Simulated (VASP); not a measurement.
Consider the following.

```yaml
crystal:
  lattice:
    - [1.56702, -2.71417, 0.00000]
    - [1.56702, 2.71417, 0.00000]
    - [0.00000, 0.00000, 3.49393]
  atoms:
    - { symbol: Zr, position: [0.00000, 0.00000, 0.00000] }
    - { symbol: B, position: [0.33333, 0.66667, 0.50000] }
    - { symbol: B, position: [0.66667, 0.33333, 0.50000] }
```

Computed with LDA (Ceperley-Alder, Perdew-Zunger) with spin-orbit coupling, VASP's LDA PAW potentials (set 64) (plane waves; VASP). Run with 520 eV cut-off, 10×10×8 Γ-centred mesh, Gaussian smearing of 0.050 eV, potentials Zr_sv B.

What does the run give for the energy per atom (σ→0), band gap (over mesh and band path) with the smallest direct gap where there is one?

```json
{
  "band gap (over mesh and band path)": "none (metal, semimetal or under 0.01 eV)",
  "energy per atom (σ→0)": "-9.184 eV/atom"
}
```

The compound is ZrB2 in the AlB2 type structure. It was relaxed first.
